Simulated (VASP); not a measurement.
A convergence study with VASP on Fe (bcc): one setting is varied, all else stays as given below, so the limit is that of these other settings.

```
Fe
1.0
   -1.43500     1.43500     1.43500
    1.43500    -1.43500     1.43500
    1.43500     1.43500    -1.43500
Fe
1
Cartesian
  0.00000   0.00000   0.00000
```
Starting moments (μB, in the order of the record's atoms Fe): 2.5.

All values below come from PBE GGA, VASP's PBE PAW potentials (set 64) (plane waves; VASP 6.6.1). The tightest run used: 550 eV cut-off, 28×28×28 Γ-centred mesh, tetrahedra with Blöchl corrections, potentials Fe.

**Question.** The settings run are 3×3×3 mesh; 4×4×4 mesh; 5×5×5 mesh; 6×6×6 mesh; 7×7×7 mesh; 8×8×8 mesh; 10×10×10 mesh; 11×11×11 mesh; 12×12×12 mesh; 13×13×13 mesh; 14×14×14 mesh; 15×15×15 mesh; 16×16×16 mesh; 17×17×17 mesh; 18×18×18 mesh; 19×19×19 mesh; 20×20×20 mesh; 21×21×21 mesh; 23×23×23 mesh; 24×24×24 mesh; 25×25×25 mesh; 26×26×26 mesh; 27×27×27 mesh; 28×28×28 mesh. From which on does the energy per atom stay within 0.005 eV/atom of the tightest run?

**Answer.** From 7×7×7 mesh on: it is off by 0.0031 there and by no more than 0.005 in any finer run, while 6×6×6 mesh is off by 0.0204.
```
setting        E (eV/atom)  pressure (GPa)  moment (μB)  irreducible k-points  difference judged (eV/atom)
-------------  -----------  --------------  -----------  --------------------  ---------------------------
3×3×3 mesh         -8.4133           -5.65        2.325                     4                       0.1822
4×4×4 mesh         -8.2156           -6.98        2.190                     8                       0.0156
5×5×5 mesh         -8.1926           -7.58        2.183                    10                       0.0385
6×6×6 mesh         -8.2516           -7.19        2.230                    16                       0.0204
7×7×7 mesh         -8.2281           -7.12        2.255                    20                       0.0031
8×8×8 mesh         -8.2282           -6.83        2.247                    29                       0.0030
10×10×10 mesh      -8.2308           -7.25        2.235                    47                       0.0004
11×11×11 mesh      -8.2320           -7.19        2.240                    56                       0.0009
12×12×12 mesh      -8.2313           -7.18        2.243                    72                       0.0001
13×13×13 mesh      -8.2300           -7.16        2.240                    84                       0.0011
14×14×14 mesh      -8.2319           -7.23        2.243                   104                       0.0008
15×15×15 mesh      -8.2308           -7.12        2.245                   120                       0.0004
16×16×16 mesh      -8.2314           -7.12        2.249                   145                       0.0002
17×17×17 mesh      -8.2312           -7.13        2.246                   165                       0.0000
18×18×18 mesh      -8.2311           -7.16        2.247                   195                       0.0001
19×19×19 mesh      -8.2314           -7.13        2.247                   220                       0.0002
20×20×20 mesh      -8.2311           -7.14        2.248                   256                       0.0000
21×21×21 mesh      -8.2312           -7.12        2.248                   286                       0.0000
23×23×23 mesh      -8.2312           -7.13        2.248                   364                       0.0000
24×24×24 mesh      -8.2313           -7.12        2.249                   413                       0.0001
25×25×25 mesh      -8.2312           -7.12        2.249                   455                       0.0001
26×26×26 mesh      -8.2312           -7.13        2.249                   511                       0.0000
27×27×27 mesh      -8.2313           -7.12        2.249                   560                       0.0002
28×28×28 mesh      -8.2312           -7.13        2.249                   624                       0.0000
```

Left out are rungs that failed or repeat a setting and relaxations that didn't move; long series are thinned to 24 rows.

The compound is Fe in the bcc structure. The cell was not relaxed at this level. The spin order is the one that the start imposed; others were not tried in this run.
